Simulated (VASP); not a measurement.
Given:

```xyz
1
Lattice="0.0000 1.9009 1.9009 1.9009 0.0000 1.9009 1.9009 1.9009 0.0000" Properties=species:S:1:pos:R:3 pbc="T T T"
Pt     0.0000     0.0000     0.0000
```

These are PBE GGA, VASP's PBE PAW potentials (set 64) (plane waves; VASP) values and carry that method's errors. Settings: 500 eV cut-off, 16×16×16 Γ-centred mesh, first-order Methfessel-Paxton smearing of 0.10 eV, potentials Pt.

Unless said otherwise, spin-orbit coupling is left out, though it shifts the bands of the heavy elements here.

Task: Estimate the energy per atom (σ→0), pressure, band gap (on the k-mesh) with the smallest direct gap where there is one.

Result: 
- band gap (on the k-mesh) = none (metal, semimetal or under 0.01 eV)
- energy per atom (σ→0) = -5.865 eV/atom
- pressure = 450.6 kbar

Total energies compare only between runs with the same potentials, cut-off and functional.

The compound is Pt in the fcc structure. It was relaxed first under an external pressure of 45 GPa.
